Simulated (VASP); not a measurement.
A VASP calculation is set up with these files.

File KPOINTS:
```
Automatic mesh
0
Gamma
6 6 6
0 0 0
```

### POSCAR
```
Lu3Hg
1.0
  4.6199524931   0.0000000000   0.0000000000
  0.0000000000   4.6199524931   0.0000000000
  0.0000000000   0.0000000000   4.6199524931
Lu Hg
3 1
Cart
  0.0000000000   2.3099762465   2.3099762465
  2.3099762465   0.0000000000   2.3099762465
  2.3099762465   2.3099762465   0.0000000000
  0.0000000000   0.0000000000   0.0000000000
```

### INCAR
```
SYSTEM = Lu3Hg
PREC = Accurate
ENCUT = 400
EDIFF = 1E-8
NELM = 100
ALGO = Normal
LREAL = .FALSE.
LASPH = .TRUE.
ISMEAR = 1
SIGMA = 0.1
GGA = PS
LMAXMIX = 6
LWAVE = .FALSE.
LCHARG = .FALSE.
IBRION = 1
ISIF = 2
NSW = 30
EDIFFG = -0.001
```

POTCAR, in this order: Lu_3 Hg (PBE.64 set). Program: vasp_std.

Question: Translate this PBEsol calculation to Quantum ESPRESSO's pw.x.

Answer: One equivalent input (not run):
```
&CONTROL
  calculation = 'relax'
  pseudo_dir = './pseudo'
  outdir = './out'
  tprnfor = .true.
  tstress = .true.
  nstep = 30
  forc_conv_thr = 3.9e-05
/
&SYSTEM
  ibrav = 0
  nat = 4
  ntyp = 2
  ecutwfc = 100
  occupations = 'smearing'
  smearing = 'methfessel-paxton'
  degauss = 0.00735
  input_dft = 'pbesol'
/
&ELECTRONS
  conv_thr = 7.3e-10
  electron_maxstep = 100
/
&IONS
/
ATOMIC_SPECIES
  Lu 174.967 Lu.upf
  Hg 200.592 Hg.upf
CELL_PARAMETERS angstrom
     4.6199525   -0.0000000   -0.0000000
    -0.0000000    4.6199525   -0.0000000
    -0.0000000    0.0000000    4.6199525
ATOMIC_POSITIONS crystal
  Lu   0.0000000  0.5000000  0.5000000
  Lu   0.5000000  0.0000000  0.5000000
  Lu   0.5000000  0.5000000  0.0000000
  Hg   0.0000000  0.0000000  0.0000000
K_POINTS automatic
  6 6 6 0 0 0
```
Limits of the translation: the potentials are each code's own (VASP's PAW set, PseudoDojo norm-conserving files in pw.x), so ENCUT and ecutwfc are chosen apart and not converted; conv_thr bounds pw.x's estimated SCF error, while EDIFF bounds the energy change between steps; forc_conv_thr acts on force components and is met together with etot_conv_thr.

The structure comes from a computed database's Lu3Hg entry (Pm-3m); how it stands against other phases isn't given here. It was relaxed first, which changed the volume by -6 %. The start is the result of an earlier pass.
